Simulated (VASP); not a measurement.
Consider the following.

```
CELL_PARAMETERS angstrom
      1.23304    -2.13569     0.00000
      1.23304     2.13569     0.00000
      0.00000     0.00000     8.76832
ATOMIC_POSITIONS crystal
  C  0.00000 0.00000 0.25000
  C  0.00000 0.00000 0.75000
  C  0.33333 0.66667 0.25000
  C  0.66667 0.33333 0.75000
```

Calculation: TPSS meta-GGA, VASP's PBE PAW potentials (set 64) (plane waves; VASP 6.6.1). Run with 520 eV cut-off, 13×13×3 Γ-centred mesh, first-order Methfessel-Paxton smearing of 0.10 eV, potentials C.

Without a dispersion term in the relaxation, distances and binding between the weakly bound layers, chains or molecules are unreliable, and so is what depends on them.

Q: Predict the energy per atom (σ→0).

A: 
```
Quantity                         Value
---------------------  ---------------
energy per atom (σ→0)  -10.618 eV/atom
```

Total energies compare only between runs with the same potentials, cut-off and functional.

The compound is C in the graphite structure. It was relaxed first, which changed the volume by +31 %. The start is the result of an earlier pass.
